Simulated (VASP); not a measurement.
# Driving VASP from ASE on ZnCu, part 3 of 3

Do ASE scripts that read ZnCu from different structure formats give one answer, and do several routes find one equilibrium volume? All runs use LDA. Left out of this account: 1 further run (fields: a reference on another mesh). The start is a cell from a database of measured crystal structures.

VASP 6.6.1, plane waves and PAW; the level of theory is named at each step.

So far. Step 4 (Relaxing cell and atoms (LDA, through ASE)): It ends with forces that vanish by symmetry and a pressure of 0.00 GPa. Step 5 (Equation of state by an ASE loop (LDA)): The minimum lies outside the volumes of the loop, so the fit is an extrapolation and is not used; the loop should be centred on a relaxed cell.

## (6) Relaxation driven by ASE (LDA)

Level of this step: LDA; plane waves and PAW (Zn, Cu) (VASP).

Here ASE drives the relaxation and calls VASP for forces and stress at each step.

run.py reads:

```python
import numpy as np
from ase.calculators.vasp import Vasp
from ase import Atoms
from ase.optimize import BFGS
from ase.filters import FrechetCellFilter

atoms = Atoms(['Zn', 'Cu'],
              cell=[[2.945, 0.0, 0.0], [0.0, 2.945, 0.0], [0.0, 0.0, 2.945]],
              scaled_positions=[[0.5, 0.5, 0.5], [0.0, 0.0, 0.0]],
              pbc=True)

calc = Vasp(
    xc='lda',
    pp='LDA',
    prec='Accurate',
    encut=400,
    ediff=1e-06,
    nelm=100,
    ismear=-1,
    sigma=0.05,
    lreal=False,
    algo='Normal',
    nbands=17,
    lasph=True,
    lorbit=11,
    lwave=False,
    lcharg=False,
    kpar=2,
    isif=2,
    pp_version='64',
    setups={'Zn': '', 'Cu': ''},
    kpts=(13, 13, 13),
    gamma=True,
    txt='vasp.out',
)
atoms.calc = calc

BFGS(FrechetCellFilter(atoms)).run(fmax=0.02, steps=30)
print("cell (A, degrees):", np.round(atoms.cell.cellpar(), 4))
print("volume (A^3):", round(atoms.get_volume(), 4))
print("energy (eV):", round(atoms.get_potential_energy(), 6))
print("Fermi level (eV):", round(calc.get_fermi_level(), 4))
print("forces (eV/A):")
print(np.round(atoms.get_forces(), 4))
print("stress (GPa, Voigt, tension positive):", np.round(atoms.get_stress() * 160.21766, 3))
```

The projector-augmented-wave data sets are Zn and Cu (LDA family, release 64).

Started as:

```
$ export ASE_VASP_COMMAND="mpirun -np 2 vasp_std"
$ python run.py
```

Output:

```text
Step     Time          Energy          fmax
BFGS:    0 --:--:--       -6.743123        0.769856
BFGS:    1 --:--:--       -6.764293        0.617092
BFGS:    2 --:--:--       -6.794294        0.073019
BFGS:    3 --:--:--       -6.795730        0.008741
cell (A, degrees): [ 2.8712  2.8712  2.8712 90.     90.     90.    ]
volume (A^3): 23.6708
energy (eV): -6.793004
Fermi level (eV): 6.0827
forces (eV/A):
[[0. 0. 0.]
 [0. 0. 0.]]
stress (GPa, Voigt, tension positive): [ 0.118  0.118  0.118 -0.    -0.    -0.   ]
```

Run time: 34 s. Hardware: 2 MPI ranks of Intel Xeon 6975P-C (Granite Rapids), shared host; peak memory 0.25 GiB.

The INCAR that ASE wrote:

```
ENCUT = 400.000000
SIGMA = 0.050000
EDIFF = 1.00e-06
ALGO = Normal
PREC = Accurate
ISIF = 2
ISMEAR = -1
KPAR = 2
LORBIT = 11
NBANDS = 17
NELM = 100
LASPH = .TRUE.
LCHARG = .FALSE.
LWAVE = .FALSE.
LREAL = .FALSE.
```

The KPOINTS that ASE wrote:

```
KPOINTS created by Atomic Simulation Environment
0
Gamma
13 13 13
0 0 0
```

vasp.out (the last of its runs):

```text
[... set-up lines as in an earlier step ...]
 entering main loop
       N       E                     dE             d eps       ncg     rms          rms(c)
DAV:   1     0.960587716261E+02    0.96059E+02   -0.96509E+03  3136   0.192E+03
DAV:   2    -0.505069396957E+01   -0.10111E+03   -0.97694E+02  2858   0.278E+02
DAV:   3    -0.802159114441E+01   -0.29709E+01   -0.29584E+01  3355   0.630E+01
DAV:   4    -0.804232341129E+01   -0.20732E-01   -0.20728E-01  3427   0.473E+00
DAV:   5    -0.804264143062E+01   -0.31802E-03   -0.31801E-03  3540   0.603E-01    0.104E+01
DAV:   6    -0.774426135410E+01    0.29838E+00   -0.15947E+01  3009   0.103E+02    0.599E+00
DAV:   7    -0.681501328891E+01    0.92925E+00   -0.35639E+00  3076   0.102E+02    0.260E+00
DAV:   8    -0.680706913849E+01    0.79442E-02   -0.14309E-01  3511   0.489E+00    0.135E+00
DAV:   9    -0.679582564825E+01    0.11243E-01   -0.11046E-02  3898   0.231E+00    0.103E-01
DAV:  10    -0.679573347670E+01    0.92172E-04   -0.91256E-04  4375   0.751E-01    0.398E-02
DAV:  11    -0.679572861167E+01    0.48650E-05   -0.71131E-05  4042   0.254E-01    0.107E-02
DAV:  12    -0.679572962176E+01   -0.10101E-05   -0.22190E-06  2206   0.318E-02    0.962E-04
DAV:  13    -0.679572967243E+01   -0.50673E-07   -0.75479E-07  1668   0.159E-02
   1 F= -.67957297E+01 E0= -.67930037E+01  d E =-.545201E-02
```

OUTCAR, selected parts (step 6):

```text
   ENCUT  =  400.0 eV  29.40 Ry    5.42 a.u.   4.68  4.68  4.68*2*pi/ulx,y,z

   NELECT =      23.0000    total number of electrons

 E-fermi :   6.0827

 k-point     1 :       0.0000    0.0000    0.0000
  band No.  band energies     occupation
    ...
      7       2.2369      2.00000
      8       2.2369      2.00000
      9       3.1604      2.00000
     10       3.1604      2.00000
     11       3.1604      2.00000
     12      12.5194      0.00000
     13      12.5194      0.00000
     14      12.5194      0.00000
     15      17.9564      0.00000
     16      17.9564      0.00000
    ...

  Total       -0.0174828     -0.0174828     -0.0174828      0.0000000     -0.0000000      0.0000000
  in kB       -1.1833396     -1.1833396     -1.1833396      0.0000000     -0.0000000      0.0000000
  external PRESSURE =      -1.1833396 kB  Pullay stress =       0.0000000 kB

 POSITION                                       TOTAL-FORCE (eV/Angst)
 -----------------------------------------------------------------------------------
      1.43562      1.43562      1.43562         0.000000      0.000000      0.000000
      0.00000      0.00000      0.00000         0.000000      0.000000      0.000000
 -----------------------------------------------------------------------------------
    total drift:                               -0.000000      0.000000     -0.000000

  FREE ENERGIE OF THE ION-ELECTRON SYSTEM (eV)
  ---------------------------------------------------
  free  energy   TOTEN  =        -6.7957296724 eV

  energy  without entropy=       -6.7902776614  energy(sigma->0) =       -6.79300367

[... 4 parts as in an earlier step ...]

[... 12 further parts left out ...]
```

Numbers from this step:

```
optimizer steps   : 3
volume after bfgs : 11.84 Å³/atom
```

## (7) Side by side

```
                                                run  atoms      mesh  energy (eV/atom)  pressure (GPa)
      ASE, structure read from an extended xyz file      2  13×13×13          -3.37010          -9.658
ASE, structure read from a CIF with its space group      2     9×9×9          -3.36521          -9.460
```

## (8) A single point (LDA, through ASE), changed input

This step: LDA, spin-polarised from a default ferromagnetic start; plane waves and PAW (Zn, Cu) (VASP 6.6.1).

This run is made with a changed input; what comes of it follows.

run.py: that of step 6 with these lines changed.

```diff
@@ -3,4 +3,3 @@
 from ase import Atoms
-from ase.optimize import BFGS
-from ase.filters import FrechetCellFilter
+from ase.dft.bandgap import bandgap
 
@@ -17,3 +16,3 @@
     ediff=1e-06,
-    nelm=100,
+    nelm=70,
     ismear=-1,
@@ -29,2 +28,4 @@
     isif=2,
+    ispin=2,
+    nupdown=60,
     pp_version='64',
@@ -37,5 +38,2 @@
 
-BFGS(FrechetCellFilter(atoms)).run(fmax=0.02, steps=30)
-print("cell (A, degrees):", np.round(atoms.cell.cellpar(), 4))
-print("volume (A^3):", round(atoms.get_volume(), 4))
 print("energy (eV):", round(atoms.get_potential_energy(), 6))
@@ -45 +43,4 @@
 print("stress (GPa, Voigt, tension positive):", np.round(atoms.get_stress() * 160.21766, 3))
+print("magnetic moment (muB):", round(atoms.get_magnetic_moment(), 3))
+gap, p1, p2 = bandgap(calc, direct=False)
+print("gap on the mesh (eV):", round(gap, 4))
```

Wall time 4.6 min (2 MPI ranks).

ASE turned this into the INCAR:

```
ENCUT = 400.000000
SIGMA = 0.050000
NUPDOWN = 60.000000
EDIFF = 1.00e-06
ALGO = Normal
PREC = Accurate
ISIF = 2
ISMEAR = -1
ISPIN = 2
KPAR = 2
LORBIT = 11
NBANDS = 17
NELM = 70
LASPH = .TRUE.
LCHARG = .FALSE.
LWAVE = .FALSE.
LREAL = .FALSE.
```

ASE turned this into the KPOINTS:

```
KPOINTS created by Atomic Simulation Environment
0
Gamma
13 13 13
0 0 0
```

vasp.out:

```text

```

The run was cut off at its time limit.

The fault in the input: moment fixed beyond the electrons at hand (ISPIN = 2 and NUPDOWN = 60). NUPDOWN must fit the electron count.

## (9) What came out

- energy, ASE, structure read from an extended xyz file: -3.37010 eV/atom
- energy, ASE, structure read from a CIF with its space group: -3.36521 eV/atom
- volume from VASP's own relaxation: 11.86 Å³/atom
- volume from BFGS in ASE: 11.84 Å³/atom

**Reading.** With the structure read from a CIF with its space group, ASE's run differs from the first script by +4.9 meV an atom, which comes from its other mesh. The volume loop around the listed cell missed the minimum and gave no usable fit. The routes to the equilibrium volume agree within 0.19 %. VASP's relaxation keeps the plane waves of its start, while ASE starts VASP afresh at each cell, and a loop at fixed shape can't relax anything but the volume. With an odd electron count and no spin the cell is a metal by construction.

[Lines on the potential files, build, host, timing and source positions are cut from VASP's logs without a mark.]

[Logs are printed without paths, hosts, clocks, repeated set-up lines and the standing remarks that a program may print on its own settings, such as how far it seeks lower states.]

[Hosts, paths, dates, database ids (printed as entryN), source tags and the programs' standing remarks are cut or masked in the printed files.]

[A measured line is paired with the nearest computed mode of its activity, which favours agreement.]
